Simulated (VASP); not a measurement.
OSZICAR of a VASP run on Ni$_{3}$Al (L1_2):

### OSZICAR
```
       N       E                     dE             d eps       ncg     rms          rms(c)
DAV:   1     0.186414348842E+03    0.18641E+03   -0.14277E+04  2864   0.207E+03
DAV:   2    -0.183227513266E+02   -0.20474E+03   -0.19700E+03  2804   0.368E+02
DAV:   3    -0.289571536216E+02   -0.10634E+02   -0.98060E+01  3016   0.112E+02
DAV:   4    -0.291971594588E+02   -0.24001E+00   -0.23760E+00  3232   0.156E+01
DAV:   5    -0.292046007162E+02   -0.74413E-02   -0.74282E-02  3396   0.251E+00    0.219E+01
DAV:   6    -0.293250340131E+02   -0.12043E+00   -0.81288E+01  3140   0.149E+02    0.201E+01
DAV:   7    -0.242967628841E+02    0.50283E+01   -0.21926E+01  3084   0.783E+01    0.281E+00
DAV:   8    -0.242558911438E+02    0.40872E-01   -0.46277E-01  3060   0.621E+00    0.152E+00
DAV:   9    -0.242259365301E+02    0.29955E-01   -0.47313E-02  3676   0.311E+00    0.363E-01
DAV:  10    -0.242250471640E+02    0.88937E-03   -0.18135E-03  3172   0.483E-01    0.220E-01
DAV:  11    -0.242254826157E+02   -0.43545E-03   -0.81402E-04  3540   0.447E-01    0.287E-01
DAV:  12    -0.242254409305E+02    0.41685E-04   -0.56012E-05  3028   0.111E-01    0.287E-01
DAV:  13    -0.242247793957E+02    0.66153E-03   -0.34582E-04  3336   0.358E-01    0.228E-01
DAV:  14    -0.242237755020E+02    0.10039E-02   -0.46889E-03  3316   0.124E+00    0.158E-01
DAV:  15    -0.242239611100E+02   -0.18561E-03   -0.44060E-04  2872   0.313E-01    0.113E-01
DAV:  16    -0.242239738397E+02   -0.12730E-04   -0.43146E-05  3756   0.152E-01    0.202E-02
DAV:  17    -0.242239748169E+02   -0.97720E-06   -0.49216E-06  2688   0.313E-02
   1 F= -.21624510E+02 E0= -.21624614E+02  d E =-.216245E+02  mag=    -0.0008
```

Which electronic solver shows in the log?

It is blocked Davidson (ALGO = Normal, or the opening steps of other solvers). The INCAR had ALGO = Normal.

How was spin treated?

Collinear spin (ISPIN = 2): the summary line carries one mag value, 0.00 μB in the cell.

Can the final energy be trusted as converged?

The run converged. It stopped with EDIFF = 1E-6, NELM = 100, NSW = 40 and EDIFFG = -0.02 after 1 ionic step (PBEsol GGA, plane waves, VASP's PBE PAW potentials (set 64)).

The compound is Ni3Al in the L1_2 structure. It was relaxed first under an external pressure of 10 GPa.
